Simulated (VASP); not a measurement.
A VASP calculation is set up with these files.

File POSCAR:
```
WS2
1
    1.5945482505    -2.7618385623     0.0000000000
    1.5945482505     2.7618385623     0.0000000000
    0.0000000000     0.0000000000    13.8603459760
W S
2 4
Direct
  0.3333330000   0.6666670000   0.2500000000
  0.6666670000   0.3333330000   0.7500000000
  0.3333330000   0.6666670000   0.8633483013
  0.6666670000   0.3333330000   0.3633483013
  0.6666670000   0.3333330000   0.1366516987
  0.3333330000   0.6666670000   0.6366516987
```

### KPOINTS
```
Automatic mesh
0
gamma
7 7 2
0 0 0
```

### INCAR
```
# general
SYSTEM   =  WS2
PREC     =  Accurate
ENCUT    =  400
LREAL    =  .FALSE.
LASPH    =  .TRUE.   # aspherical one-centre terms

# electronic loop
EDIFF    =  1E-8   # SCF stop (eV)
NELM     =  100   # most electronic steps
ALGO     =  Normal   # blocked Davidson
LMAXMIX  =  6   # l cut-off of mixed one-centre charges

# smearing
ISMEAR   =  0   # Gaussian
SIGMA    =  0.05   # width (eV)

# functional
GGA      =  PE   # PBE

# ions
IBRION   =  1
NSW      =  30   # most ionic steps
ISIF     =  2   # forces and stress, cell fixed
EDIFFG   =  -0.001   # ionic stop

# output
LWAVE    =  .FALSE.
LCHARG   =  .FALSE.
```

POTCAR, in this order: W_sv S (PBE.64 set). Program: vasp_std.

**Question.** Translate this PBE calculation to Quantum ESPRESSO's pw.x.

**Answer.** One equivalent input (not run):
```
&CONTROL
  calculation = 'relax'
  pseudo_dir = './pseudo'
  outdir = './out'
  tprnfor = .true.
  tstress = .true.
  nstep = 30
  forc_conv_thr = 3.9e-05
/
&SYSTEM
  ibrav = 0
  nat = 6
  ntyp = 2
  ecutwfc = 74
  occupations = 'smearing'
  smearing = 'gaussian'
  degauss = 0.003675
  input_dft = 'pbe'
/
&ELECTRONS
  conv_thr = 7.3e-10
  electron_maxstep = 100
/
&IONS
/
ATOMIC_SPECIES
  W 183.840 W.upf
  S 32.060 S.upf
CELL_PARAMETERS angstrom
     1.5945483   -2.7618386    0.0000000
     1.5945483    2.7618386    0.0000000
     0.0000000    0.0000000   13.8603460
ATOMIC_POSITIONS crystal
  W    0.3333330  0.6666670  0.2500000
  W    0.6666670  0.3333330  0.7500000
  S    0.3333330  0.6666670  0.8633483
  S    0.6666670  0.3333330  0.3633483
  S    0.6666670  0.3333330  0.1366517
  S    0.3333330  0.6666670  0.6366517
K_POINTS automatic
  7 7 2 0 0 0
```
What does not carry over: the potentials are each code's own (VASP's PAW set, PseudoDojo norm-conserving files in pw.x), so ENCUT and ecutwfc are chosen apart and not converted; conv_thr bounds pw.x's estimated SCF error, while EDIFF bounds the energy change between steps; forc_conv_thr acts on force components and is met together with etot_conv_thr.

The compound is WS2 in the 2H layered structure. This run relaxes the ions in a fixed cell. Symmetry was kept, so distortions that lower it aren't found. The start is the result of an earlier pass.
